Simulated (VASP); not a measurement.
The input files of a VASP run:

**INCAR**
```
SYSTEM=NiRu3
PREC=Accurate; ENCUT=300; LREAL=.FALSE.
LASPH=.TRUE.
EDIFF=1E-6; NELM=100; ALGO=Normal
LMAXMIX=4
ISMEAR=0; SIGMA=0.272
GGA=PE
MAGMOM=2.0 3*0.0
ISPIN=2
ISIF=2
LWAVE=.FALSE.; LCHARG=.FALSE.; LORBIT=11
```

### POSCAR
```
NiRu3
3.2138060
  0.0000000000   1.0000000000   1.0000000000
  1.0000000000   0.0000000000   1.0000000000
  1.0000000000   1.0000000000   0.0000000000
Ni Ru
1 3
Cart
  0.0000000000   0.0000000000   0.0000000000
  1.0000000000   1.0000000000   1.0000000000
  0.5000000000   0.5000000000   0.5000000000
  1.5000000000   1.5000000000   1.5000000000
```

### KPOINTS
```
Automatic mesh
0
Gamma
7 7 7
0 0 0
```

POTCAR, in this order: Ni Ru_pv (PBE.64 set). Program: vasp_std.

Translate this PBE calculation to Ansatz.

One equivalent input (not run):
Ansatz 0.2 input:
```yaml
crystal:
  lattice:
    - [0.0000000, 3.2138060, 3.2138060]
    - [3.2138060, 0.0000000, 3.2138060]
    - [3.2138060, 3.2138060, 0.0000000]
  atoms:
    - { symbol: Ni, position: [0.0000000, 0.0000000, 0.0000000], spin: 2 }
    - { symbol: Ru, position: [0.5000000, 0.5000000, 0.5000000] }
    - { symbol: Ru, position: [0.2500000, 0.2500000, 0.2500000] }
    - { symbol: Ru, position: [0.7500000, 0.7500000, 0.7500000] }
kpoints:
  mp_grid: { grid: [7, 7, 7] }
hamiltonian:
  xc: pbe
  pseudopotentials: { kind: paw }
magnetization: { spin_polarized: true }
scf:
  occupations: { method: gaussian, width: 0.272 }
  max_iter: 100
output: { forces: true, stress: true, eigenvalues: true }
```
What does not carry over: each code has its own PAW files, so the cut-off isn't converted (ENCUT is set for VASP's; basis.ecutwfc is left out, and Ansatz then takes the one that its files recommend); Ansatz stops its SCF on the density residual and VASP on the energy change (EDIFF).

The structure was generated: NiRu3 was put into an ordered model structure, which need not be its known phase. The cell was not relaxed at this level. The run is one of a series of settings (KPOINTS 7×7×7 Γ-centred mesh against the base run), some of them coarse on purpose.
